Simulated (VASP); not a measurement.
An input for Quantum ESPRESSO's pw.x (written as the equivalent of a VASP run, and not itself run):

```
&CONTROL
  calculation = 'scf'
  pseudo_dir = './pseudo'
  outdir = './out'
  tprnfor = .true.
  tstress = .true.
/
&SYSTEM
  ibrav = 0
  nat = 5
  ntyp = 3
  ecutwfc = 56
  occupations = 'tetrahedra'
  input_dft = 'pz'
/
&ELECTRONS
  conv_thr = 7.3e-09
  electron_maxstep = 100
/
ATOMIC_SPECIES
  Cs 132.905 Cs.upf
  Pb 207.200 Pb.upf
  Br 79.904 Br.upf
CELL_PARAMETERS angstrom
     5.7790495   -0.0000000    0.0000000
    -0.0000000    5.7790495    0.0000000
     0.0000000    0.0000000    5.7790495
ATOMIC_POSITIONS crystal
  Cs   0.0000000  0.0000000  0.0000000
  Pb   0.5000000  0.5000000  0.5000000
  Br   0.5000000  0.0000000  0.5000000
  Br   0.0000000  0.5000000  0.5000000
  Br   0.5000000  0.5000000  0.0000000
K_POINTS automatic
  5 5 5 0 0 0
```

Problem. Translate this input to VASP (INCAR, KPOINTS, POSCAR, choice of POTCAR).

Solution. This is not unique; one that fits is 
### POSCAR
```
CsPbBr3
1
    5.7790495137    -0.0000000000     0.0000000000
   -0.0000000000     5.7790495137     0.0000000000
    0.0000000000     0.0000000000     5.7790495137
Cs Pb Br
1 1 3
Direct
  0.0000000000   0.0000000000   0.0000000000
  0.5000000000   0.5000000000   0.5000000000
  0.5000000000   0.0000000000   0.5000000000
  0.0000000000   0.5000000000   0.5000000000
  0.5000000000   0.5000000000   0.0000000000
```

File KPOINTS:
```
Automatic mesh
0
Gamma
5 5 5
0 0 0
```

INCAR:
```
SYSTEM  =  CsPbBr3
PREC  =  Accurate; ENCUT  =  400; LREAL  =  .FALSE.
LASPH  =  .TRUE.
EDIFF  =  1E-7; NELM  =  100; ALGO  =  Normal
LMAXMIX  =  4
ISMEAR  =  -5
ISIF  =  2
LWAVE  =  .FALSE.; LCHARG  =  .TRUE.; LORBIT  =  11
NEDOS  =  601
LEFG  =  .TRUE.
```

POTCAR, in this order: Cs_sv Pb_d Br (LDA.64 set). Program: vasp_std.

Limits of the translation: the potentials are each code's own (VASP's PAW set, PseudoDojo norm-conserving files in pw.x), so ENCUT and ecutwfc are chosen apart and not converted; conv_thr bounds pw.x's estimated SCF error, while EDIFF bounds the energy change between steps; the field gradients of LEFG aren't asked of the other code.

The compound is CsPbBr3 in the cubic perovskite structure, the ideal cubic form; the compound distorts at low or room temperature. It was relaxed first.
